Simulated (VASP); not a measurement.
Here is the system:

```
CELL_PARAMETERS angstrom
      0.00000     2.18567     2.18567
      2.18567     0.00000     2.18567
      8.69536     8.69536     0.04730
ATOMIC_POSITIONS crystal
  Ti 0.98819 0.98819 0.00886
  Ti 0.01181 0.01181 0.24114
  N  0.50000 0.50000 0.12500
  N  0.51636 0.51636 0.36273
  N  0.50000 0.50000 0.62500
  N  0.48364 0.48364 0.88727
  Hf 0.01060 0.01060 0.49205
  Hf 0.98940 0.98940 0.75795
```

Level of theory: PBEsol GGA, VASP's PBE PAW potentials (set 64) (plane waves; VASP). Settings: 520 eV cut-off, Gaussian smearing of 0.050 eV, potentials Ti_sv N Hf_pv.

Unless said otherwise, spin-orbit coupling is left out, though it shifts the bands of the heavy elements here.

Q: What does the run give for the band gap (along the path) with the smallest direct gap where there is one?

A: 
```
Item                                                          Value
-------------------------  ----------------------------------------
band gap (along the path)  none (metal, semimetal or under 0.01 eV)
```

The structure was generated: Hf2Ti2N4 was put into an ordered model structure (R-3m), which need not be its known phase. It was relaxed first.
